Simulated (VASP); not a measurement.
Consider the following.

```yaml
crystal:
  lattice:
    - [0.00000, 2.82211, 2.82211]
    - [2.82211, 0.00000, 2.82211]
    - [2.82211, 2.82211, 0.00000]
  atoms:
    - { symbol: Ge, position: [0.00000, 0.00000, 0.00000] }
    - { symbol: Ge, position: [0.25000, 0.25000, 0.25000] }
```

Level of theory: r2SCAN+rVV10, VASP's PBE PAW potentials (set 64) (plane waves; VASP). Numerical set-up: 400 eV cut-off, 18×18×18 Γ-centred mesh, Gaussian smearing of 0.010 eV, potentials Ge_d.

### Question
Estimate the energy per atom (σ→0), band gap (on the k-mesh) with the smallest direct gap where there is one.

### Answer

```yaml
band gap (on the k-mesh): 0.45 eV
smallest direct gap (on the k-mesh): 0.48 eV
energy per atom (σ→0): -13.455 eV/atom
```

Total energies compare only between runs with the same potentials, cut-off and functional.

The structure comes from a measured Ge entry (Fd-3m) of the Crystallography Open Database, whose conditions weren't checked. It was relaxed first.
